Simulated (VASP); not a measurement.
Consider the following.

```xyz
2
Lattice="0.0000 3.4621 3.4621 3.4621 0.0000 3.4621 3.4621 3.4621 0.0000" Properties=species:S:1:pos:R:3 pbc="T T T"
Rb     0.0000     0.0000     0.0000
Br     3.4621     3.4621     3.4621
```

Method: r2SCAN meta-GGA, VASP's PBE PAW potentials (set 64) (plane waves; VASP). Settings: 520 eV cut-off, 8×8×8 Γ-centred mesh, tetrahedra with Blöchl corrections, potentials Rb_sv Br.

Give the energies of bands 6 to 11 at the high-symmetry points, in eV from the valence-band maximum.

| band | Γ | X | U | L | W |
|---|---|---|---|---|---|
| 6 | 0.00 | -0.47 | -0.46 | -0.92 | -0.45 |
| 7 | 0.00 | -0.16 | -0.41 | -0.32 | -0.34 |
| 8 | 0.00 | -0.16 | -0.25 | -0.32 | -0.34 |
| 9 | 4.89 | 6.09 | 6.81 | 7.21 | 7.54 |
| 10 | 7.87 | 7.83 | 8.58 | 8.17 | 7.54 |
| 11 | 7.87 | 9.56 | 8.81 | 10.13 | 9.02 |

The gap is direct, 4.89 eV, from the valence maximum at Γ to the conduction minimum at Γ.

Measured: gap 7.20 eV (computed value off by -2.31 eV), as given by Aguado et al., (1998), arXiv:cond-mat/9809176.

The compound is RbBr in the rock salt structure. It was relaxed first.
